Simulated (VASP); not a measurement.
Computed with PBE GGA, VASP's PBE PAW potentials (set 64) (plane waves; VASP).

A VASP calculation is set up with these files.

**POSCAR**
```
Al
1
    0.0000000000     2.0250000000     2.0250000000
    2.0250000000     0.0000000000     2.0250000000
    2.0250000000     2.0250000000     0.0000000000
Al
1
Direct
  0.0000000000   0.0000000000   0.0000000000
```

File KPOINTS:
```
Automatic mesh
0
Gamma
9 9 9
0 0 0
```

**INCAR**
```
! general
SYSTEM   = Al
PREC     = Accurate
ENCUT    = 300
LREAL    = .False.
LASPH    = .True.

! electronic loop
EDIFF    = 1E-8
NELM     = 100
ALGO     = Normal

! smearing
ISMEAR   = -1
SIGMA    = 0.05

! functional
GGA      = PE

! ions
IBRION   = 8
NSW      = 1
ISIF     = 2

! output
LWAVE    = .False.
LCHARG   = .False.

! other
LEPSILON = .False.
```

POTCAR, in this order: Al (PBE.64 set). Program: vasp_std.

Problem. What does the run give for the energy per atom (σ→0), band gap (on the k-mesh)?

Solution. 
energy per atom (σ→0): -3.712 eV/atom
band gap (on the k-mesh): none (metal, semimetal or under 0.01 eV)

**OSZICAR**
```
...
RMM:   3    -0.267628580090E-02    0.61373E-04   -0.18761E-06  1162   0.118E-02    0.209E-02
RMM:   4    -0.263239057347E-02    0.43895E-04   -0.42274E-06  1153   0.173E-02    0.989E-04
RMM:   5    -0.263352883364E-02   -0.11383E-05   -0.12971E-08  1220   0.113E-03    0.220E-04
RMM:   6    -0.263396649523E-02   -0.43766E-06   -0.34091E-10  1190   0.157E-04    0.411E-05
RMM:   7    -0.263398390916E-02   -0.17414E-07    0.41159E-12  1225   0.173E-05    0.124E-05
RMM:   8    -0.263399527102E-02   -0.11362E-07    0.84511E-11  1151   0.626E-06    0.636E-07
RMM:   9    -0.263399523631E-02    0.34702E-10    0.61162E-10   701   0.769E-07    0.268E-07
 Linear response finished
```

The structure is a typed Al crystal (Fm-3m). The cell was not relaxed at this level. The run is one of a series of settings (EDIFF = 1E-8, IBRION = 8, LEPSILON = .FALSE., NSW = 1 against the base run), some of them coarse on purpose.
